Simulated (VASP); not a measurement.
Method: PBEsol GGA, VASP's PBE PAW potentials (set 64) (plane waves; VASP 6.6.1).

The input files of a VASP run:

File KPOINTS:
```
k-points along high-symmetry lines
10
Line-mode
Reciprocal
  0.000000   0.000000   0.000000 ! GAMMA
 -0.000000   0.500000   0.000000 ! M

 -0.000000   0.500000   0.000000 ! M
 -0.333333   0.666667   0.000000 ! K

 -0.333333   0.666667   0.000000 ! K
  0.000000   0.000000   0.000000 ! GAMMA

  0.000000   0.000000   0.000000 ! GAMMA
  0.000000   0.000000   0.500000 ! A

  0.000000   0.000000   0.500000 ! A
 -0.000000   0.500000   0.500000 ! L

 -0.000000   0.500000   0.500000 ! L
 -0.333333   0.666667   0.500000 ! H

 -0.333333   0.666667   0.500000 ! H
  0.000000   0.000000   0.500000 ! A

 -0.000000   0.500000   0.500000 ! L
 -0.000000   0.500000   0.000000 ! M

 -0.333333   0.666667   0.500000 ! H
 -0.333333   0.666667   0.000000 ! K
```

**POSCAR**
```
HfB2
1
    1.5622870174    -2.7059607190     0.0000000000
    1.5622870174     2.7059607190    -0.0000000000
    0.0000000000     0.0000000000     3.4543800322
Hf B
1 2
Direct
  0.0000000000   0.0000000000   0.0000000000
  0.3333330000   0.6666670000   0.5000000000
  0.6666670000   0.3333330000   0.5000000000
```

INCAR:
```
SYSTEM = HfB2
PREC = Accurate
ENCUT = 520
EDIFF = 1E-7
NELM = 100
ALGO = Normal
LREAL = .FALSE.
LASPH = .TRUE.
ISMEAR = 0
SIGMA = 0.05
GGA = PS
LMAXMIX = 6
LWAVE = .FALSE.
LCHARG = .FALSE.
LORBIT = 11
ICHARG = 11
```

POTCAR, in this order: Hf_pv B (PBE.64 set). Program: vasp_std. Read from the step before: CHGCAR.

**Question.** What will the output report for the number of irreducible k-points (NKPTS), largest plane-wave count, number of space-group operations, FFT grid (NGX, NGY, NGZ)?

**Answer.** 
```yaml
number of irreducible k-points (NKPTS): 90
largest_plane_wave_count: 800
number_of_space_group_operations: 24
FFT grid (NGX, NGY, NGZ): 24 × 24 × 28
```

The compound is HfB2 in the AlB2 type structure. It was relaxed first.
